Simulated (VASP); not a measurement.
Method: r2SCAN meta-GGA, VASP's PBE PAW potentials (set 64) (plane waves; VASP).

The input files of a VASP run:

INCAR:
```
SYSTEM = Ti
PREC = Accurate; ENCUT = 500; LREAL = .FALSE.
LASPH = .TRUE.
EDIFF = 1E-6; NELM = 100; ALGO = Normal
LMAXMIX = 4; LMIXTAU = .TRUE.
ISMEAR = 1; SIGMA = 0.1
METAGGA = R2SCAN
IBRION = 2; NSW = 40; ISIF = 3
EDIFFG = -0.02
LWAVE = .FALSE.; LCHARG = .FALSE.
```

File KPOINTS:
```
Automatic mesh
0
Gamma
14 14 8
0 0 0
```

### POSCAR
```
Ti
1
    1.4673342515    -2.5414975332     0.0000000000
    1.4673342515     2.5414975332     0.0000000000
    0.0000000000     0.0000000000     4.6312079142
Ti
2
Direct
  0.3333330000   0.6666670000   0.2500000000
  0.6666670000   0.3333330000   0.7500000000
```

POTCAR, in this order: Ti_sv (PBE.64 set). Program: vasp_std.

Question: Predict the energy per atom (σ→0), volume per atom, band gap (on the k-mesh).

Answer: 
```yaml
energy per atom (σ→0): -1249.6 kJ/mol-atom
band gap (on the k-mesh): none (metal, semimetal or under 0.01 eV)
volume_per_atom: 17.34 Å^3/atom
```

### OSZICAR
```
...
DAV:   6    -0.259017787803E+02   -0.20886E-04   -0.99136E-05  4848   0.727E-02    0.147E-02
DAV:   7    -0.259017885153E+02   -0.97350E-05   -0.94780E-06  3664   0.353E-02    0.855E-03
DAV:   8    -0.259017810477E+02    0.74676E-05   -0.30684E-06  2880   0.219E-02    0.392E-03
DAV:   9    -0.259017890470E+02   -0.79992E-05   -0.72402E-07  1944   0.103E-02    0.195E-03
DAV:  10    -0.259017875434E+02    0.15036E-05   -0.36321E-07  1928   0.588E-03    0.265E-03
DAV:  11    -0.259017886339E+02   -0.10905E-05   -0.33504E-07  1920   0.613E-03    0.681E-04
DAV:  12    -0.259017893382E+02   -0.70437E-06   -0.16273E-07  1920   0.468E-03
   3 F= -.25901789E+02 E0= -.25902158E+02  d E =-.174057E-03
```

The compound is Ti in the hcp structure. This run relaxes it. Symmetry was kept, so distortions that lower it aren't found.
